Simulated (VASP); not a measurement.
Output of a VASP run:

OSZICAR:
```
...
DAV:   3    -0.726951252284E+01   -0.38610E+01   -0.38537E+01  3066   0.698E+01
DAV:   4    -0.729222446338E+01   -0.22712E-01   -0.22710E-01  2926   0.466E+00
DAV:   5    -0.729249044685E+01   -0.26598E-03   -0.26598E-03  3080   0.508E-01    0.115E+01
DAV:   6    -0.676773963235E+01    0.52475E+00   -0.16458E+00  2604   0.157E+01    0.688E+00
DAV:   7    -0.672584862146E+01    0.41891E-01   -0.48896E-02  3406   0.481E+00    0.334E+00
DAV:   8    -0.671456585026E+01    0.11283E-01   -0.91759E-03  2870   0.115E+00    0.137E-01
DAV:   9    -0.671456797589E+01   -0.21256E-05   -0.30719E-04  3062   0.302E-01    0.594E-02
DAV:  10    -0.671457223900E+01   -0.42631E-05   -0.26574E-05  3152   0.766E-02    0.191E-02
DAV:  11    -0.671457149783E+01    0.74117E-06   -0.34509E-06  2352   0.426E-02
   1 F= -.31905897E+01 E0= -.31904168E+01  d E =-.319059E+01
       N       E                     dE             d eps       ncg     rms          rms(c)
DAV:   1    -0.112983717673E+02   -0.45838E+01   -0.70333E+01  2744   0.158E+02    0.176E+01
DAV:   2    -0.660481134360E+01    0.46936E+01   -0.17860E+01  2681   0.135E+02    0.493E+00
DAV:   3    -0.624894868206E+01    0.35586E+00   -0.22792E+00  3034   0.417E+01    0.336E+00
DAV:   4    -0.617980657785E+01    0.69142E-01   -0.11470E-01  3440   0.125E+01    0.209E+00
DAV:   5    -0.612977584947E+01    0.50031E-01   -0.59152E-02  3742   0.108E+01    0.257E-01
DAV:   6    -0.613013399652E+01   -0.35815E-03   -0.13095E-02  3138   0.218E+00    0.103E-01
DAV:   7    -0.613016726495E+01   -0.33268E-04   -0.54661E-04  3065   0.349E-01    0.238E-02
DAV:   8    -0.613016556745E+01    0.16975E-05   -0.38918E-05  3512   0.128E-01    0.452E-03
DAV:   9    -0.613016575141E+01   -0.18396E-06   -0.16768E-06  1560   0.189E-02
   2 F= -.30417013E+01 E0= -.30414267E+01  d E =0.148888E+00
       N       E                     dE             d eps       ncg     rms          rms(c)
DAV:   1    -0.878067155015E+01   -0.26505E+01   -0.33735E+01  2548   0.129E+02    0.946E+00
DAV:   2    -0.683982273622E+01    0.19408E+01   -0.52824E+00  2989   0.484E+01    0.470E+00
DAV:   3    -0.665759804051E+01    0.18222E+00   -0.38037E-01  2906   0.834E+00    0.283E+00
DAV:   4    -0.661451356878E+01    0.43084E-01   -0.35108E-02  3633   0.436E+00    0.751E-01
DAV:   5    -0.660960284907E+01    0.49107E-02   -0.60723E-03  3076   0.962E-01    0.530E-02
DAV:   6    -0.660964178870E+01   -0.38940E-04   -0.38506E-04  2719   0.196E-01    0.349E-02
DAV:   7    -0.660964410209E+01   -0.23134E-05   -0.23258E-05  3959   0.195E-01    0.916E-03
DAV:   8    -0.660964382855E+01    0.27354E-06   -0.11705E-05  2590   0.498E-02    0.311E-03
DAV:   9    -0.660964381794E+01    0.10608E-07   -0.10010E-07  1281   0.366E-03
   3 F= -.32293649E+01 E0= -.32292021E+01  d E =-.387752E-01
       N       E                     dE             d eps       ncg     rms          rms(c)
DAV:   1    -0.660665599556E+01    0.29878E-02   -0.39713E-03  2639   0.130E+00    0.108E-01
DAV:   2    -0.660641067998E+01    0.24532E-03   -0.75012E-04  2947   0.748E-01    0.420E-02
DAV:   3    -0.660639173641E+01    0.18944E-04   -0.43751E-05  2576   0.817E-02    0.260E-02
DAV:   4    -0.660638772518E+01    0.40112E-05   -0.18613E-06  1971   0.581E-02    0.137E-02
DAV:   5    -0.660638595416E+01    0.17710E-05   -0.16777E-06  1715   0.256E-02    0.108E-03
DAV:   6    -0.660638599376E+01   -0.39605E-07   -0.63694E-07  1274   0.145E-02
   4 F= -.32294002E+01 E0= -.32292369E+01  d E =-.388105E-01
```

### OUTCAR
```
------------------------ aborting loop because EDIFF is reached ----------------------------------------
  FORCE on cell =-STRESS in cart. coord.  units (eV):
  Direction    XX          YY          ZZ          XY          YZ          ZX
  --------------------------------------------------------------------------------------
  Total        3.3540678      3.3540678      3.3540678     -0.0000000     -0.0000000     -0.0000000
  in kB      198.6426947    198.6426947    198.6426947     -0.0000000     -0.0000000     -0.0000000
  external PRESSURE =      -1.3573053 kB  Pullay stress =     200.0000000 kB
  volume of cell :       27.05
      direct lattice vectors                 reciprocal lattice vectors
     3.001948755  0.000000000 -0.000000000     0.333116946 -0.000000000 -0.000000000
     0.000000000  3.001948755 -0.000000000    -0.000000000  0.333116946 -0.000000000
     0.000000000  0.000000000  3.001948755     0.000000000  0.000000000  0.333116946
 POSITION                                       TOTAL-FORCE (eV/Angst)
 -----------------------------------------------------------------------------------
      1.50097      1.50097      1.50097         0.000000      0.000000      0.000000
      0.00000      0.00000      0.00000        -0.000000     -0.000000      0.000000
 -----------------------------------------------------------------------------------
    total drift:                                0.000000      0.000000     -0.000000
  FREE ENERGIE OF THE ION-ELECTRON SYSTEM (eV)
  ---------------------------------------------------
  free  energy   TOTEN  =        -6.6063859938 eV

  energy  without entropy=       -6.6058962011  energy(sigma->0) =       -6.60622273
  enthalpy is  TOTEN    =        -3.2294001817 eV   P V=        3.3769858121

 reached required accuracy - stopping structural energy minimisation
```
(Selected blocks of OUTCAR.)

POSCAR:
```
AuZn
1
    3.0448886534     0.0000000000     0.0000000000
    0.0000000000     3.0448886534     0.0000000000
    0.0000000000     0.0000000000     3.0448886534
Zn Au
1 1
Direct
  0.5000000000   0.5000000000   0.5000000000
  0.0000000000   0.0000000000   0.0000000000
```

### Question
Write an INCAR and KPOINTS that could have produced this output.

### Answer
This is not unique; one that fits is the input of the run itself, LDA (Ceperley-Alder, Perdew-Zunger), plane waves, VASP's LDA PAW potentials (set 64).

KPOINTS:
```
Automatic mesh
0
Gamma
12 12 12
0 0 0
```

### INCAR
```
# general
SYSTEM  = AuZn
PREC    = Accurate
ENCUT   = 500
LREAL   = .FALSE.
LASPH   = .TRUE.

# electronic loop
EDIFF   = 1E-6
NELM    = 100
ALGO    = Normal
LMAXMIX = 6

# smearing
ISMEAR  = 1
SIGMA   = 0.1

# ions
IBRION  = 2
NSW     = 40
ISIF    = 3
EDIFFG  = -0.02
PSTRESS = 200

# output
LWAVE   = .FALSE.
LCHARG  = .FALSE.
```

POTCAR, in this order: Zn Au (LDA.64 set). Program: vasp_std.

Energy and stress use the plane-wave basis of the starting cell.

The compound is AuZn in the CsCl type structure. This run relaxes it under an external pressure of 20 GPa. Symmetry was kept, so distortions that lower it aren't found. The electron count is odd and the run is not spin-polarised, which forces a metal.
